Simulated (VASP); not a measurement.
OSZICAR of a VASP run on Ca (fcc):

**OSZICAR**
```
       N       E                     dE             d eps       ncg     rms          rms(c)
DAV:   1     0.661935751381E+02    0.66194E+02   -0.51055E+03   846   0.100E+03
DAV:   2    -0.504415436418E+00   -0.66698E+02   -0.66460E+02   892   0.237E+02
DAV:   3    -0.187911227643E+01   -0.13747E+01   -0.13682E+01  1292   0.357E+01
DAV:   4    -0.194013465417E+01   -0.61022E-01   -0.60969E-01  1260   0.566E+00
DAV:   5    -0.194137443507E+01   -0.12398E-02   -0.12388E-02  1358   0.556E-01    0.220E+00
DAV:   6    -0.193315654266E+01    0.82179E-02   -0.11982E-02  1051   0.138E+00    0.134E+00
DAV:   7    -0.193054527406E+01    0.26113E-02   -0.17088E-02  1093   0.182E+00    0.104E-01
DAV:   8    -0.193012285224E+01    0.42242E-03   -0.21202E-03  1026   0.487E-01    0.207E-02
DAV:   9    -0.193013316551E+01   -0.10313E-04   -0.11499E-04  1311   0.889E-02    0.547E-03
DAV:  10    -0.193013370307E+01   -0.53756E-06   -0.66336E-06  1128   0.288E-02
   1 F= -.20828038E+01 E0= -.20827828E+01  d E =-.208280E+01
```

Q: Which electronic solver shows in the log?

A: It is blocked Davidson (ALGO = Normal, or the opening steps of other solvers). The INCAR had ALGO = Normal.

Q: Can the final energy be trusted as converged?

A: Self-consistency was reached. It stopped with EDIFF = 1E-6, NELM = 100, NSW = 60 and EDIFFG = -0.01 after 1 ionic step (PBE GGA with D3 dispersion (zero damping), plane waves, VASP's PBE PAW potentials (set 64)).

The compound is Ca in the fcc structure. It was relaxed first. The start is the result of an earlier pass.
